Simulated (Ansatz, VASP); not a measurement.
TeP2: VASP beside Ansatz

File INCAR:

```
SYSTEM = TeP2
  ALGO = Normal
  EDIFF = 1E-6
  EDIFFG = -0.04
  ENCUT = 600
  GGA = PE
  IBRION = 2
  ISIF = 3
  ISMEAR = 0
  LASPH = .True.
  LCHARG = .False.
  LREAL = .False.
  LWAVE = .False.
  NELM = 100
  NSW = 90
  PREC = Accurate
  SIGMA = 0.1
```

File KPOINTS:

```
k-points
0
Gamma
  3 3 6
  0 0 0
```

File POSCAR:

```
TeP2
1.0
    6.7945640000      0.0000000000      0.0000000000
   -3.3972820000      5.8842650300      0.0000000000
    0.0000000000      0.0000000000      3.2645805400
Te P
1 2
Direct
    0.0000000000      0.0000000000      0.7087425200
    0.3333333300      0.6666666700      0.3324389600
    0.6666666700      0.3333333300      0.3324389600
```

Input for Ansatz:

```yaml
crystal:
  lattice:
    - [6.794564, 0.0, 0.0]
    - [-3.397282, 5.88426503, 0.0]
    - [0.0, 0.0, 3.26458054]
  atoms:
    - { symbol: Te, position: [0.0, 0.0, 0.70874252] }
    - { symbol: P, position: [0.33333333, 0.66666667, 0.33243896] }
    - { symbol: P, position: [0.66666667, 0.33333333, 0.33243896] }
basis:
  ecutwfc: 420
kpoints:
  mp_grid: { grid: [3, 3, 6] }
hamiltonian:
  xc: pbe
scf:
  occupations: { method: gaussian, width: 0.1 }
  lower_state_search: "off"
output:
  forces: true
  stress: true
  eigenvalues: true
relax:
  adjacent_minimum: "off"
  f_tol: 0.04
  max_steps: 70
  cell: { stress_tol: 0.4 }
```

Alike in both runs: task relaxation of cell and atoms; functional PBE; k mesh 3 × 3 × 6; occupations gaussian, width 0.1 eV; no spin polarisation.

```csv
,VASP,Ansatz
version,VASP 6.6.1,Ansatz 0.2.0
potentials or method,"VASP PAW PBE potentials, release 64 (Te, P)","scalar-relativistic, plane waves, PAW"
plane-wave cutoff (eV),600,420
valence electrons in the cell,16,26
```

|  | VASP | Ansatz | Ansatz less VASP |
| --- | --- | --- | --- |
| gap on the k mesh at the Fermi level, each at its own relaxed structure (eV) | none | none | - |
| relaxed volume (Å³/atom) | 20.28 | 20.27 | -0.005 |
| relaxed cell length with the largest relative difference (Å) | 2.859 | 2.861 | +0.0019 |
| energy change over the relaxation (meV/atom) | -1585 | -1582 | +3.4 |

A gap of «none» marks a metal or a gap that the smearing closes. The two sets of potentials don't hold the same shells in valence.

Caveats: the volume moved by over 15 % at a fixed basis, so the end points are rough (VASP). Spin-orbit coupling is left out, which matters for the levels of Te.
